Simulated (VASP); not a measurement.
Input:

```yaml
crystal:
  lattice:
    - [0.00000, 2.03767, 2.03767]
    - [2.03767, 0.00000, 2.03767]
    - [2.03767, 2.03767, 0.00000]
  atoms:
    - { symbol: V, position: [0.50000, 0.50000, 0.50000] }
    - { symbol: N, position: [0.00000, 0.00000, 0.00000] }
```

The numbers are results of PBEsol GGA, VASP's PBE PAW potentials (set 64) (plane waves; VASP 6.6.1), not measurements. Settings: 520 eV cut-off, Gaussian smearing of 0.050 eV, potentials V_sv N.

**Question.** What does the run give for the band gap (along the path) with the smallest direct gap where there is one?

**Answer.** 
```
Quantity                                                     Result
-------------------------  ----------------------------------------
band gap (along the path)  none (metal, semimetal or under 0.01 eV)
```

Total energies compare only between runs with the same potentials, cut-off and functional.

The structure comes from a measured VN entry (Fm-3m) of the Crystallography Open Database, whose conditions weren't checked. It was relaxed first. The run is not spin-polarised, so no magnetic state was tried. VASP warned that the highest band is occupied, so more bands are needed.
